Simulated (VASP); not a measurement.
Here is the system:

```
SnSe2
1.0
    1.97719    -3.42460     0.00000
    1.97719     3.42460     0.00000
    0.00000     0.00000     7.93801
Sn Se
1 2
Direct
  0.00000   0.00000   0.00000
  0.33333   0.66667   0.20320
  0.66667   0.33333   0.79680
```

These are RPBE GGA, VASP's PBE PAW potentials (set 64) (plane waves; VASP 6.6.1) values and carry that method's errors. Numerical set-up: 520 eV cut-off, 7×7×3 Γ-centred mesh, Gaussian smearing of 0.050 eV, potentials Sn_d Se.

Without a dispersion term in the relaxation, distances and binding between the weakly bound layers, chains or molecules are unreliable, and so is what depends on them.

Problem. The ions and cell shape at fixed volume are relaxed. What does this cell relax into?

Solution. 
```
SnSe2
1.0
    1.95698    -3.38959     0.00000
    1.95698     3.38959     0.00000
    0.00000     0.00000     8.10286
Sn Se
1 2
Direct
  0.00000   0.00000   0.00000
  0.33333   0.66667   0.19723
  0.66667   0.33333   0.80277
```
Space group P-3m1 (164), at a tolerance of 0.03 Å.

Problem. How much energy does the relaxation gain?

Solution. The energy (σ→0) changes by -4.3 meV/atom, in 7 ionic steps.

The compound is SnSe2 in the 1T layered structure. This cell is one point of a volume scan, at 1.03 of the reference volume. Symmetry was kept, so distortions that lower it aren't found.
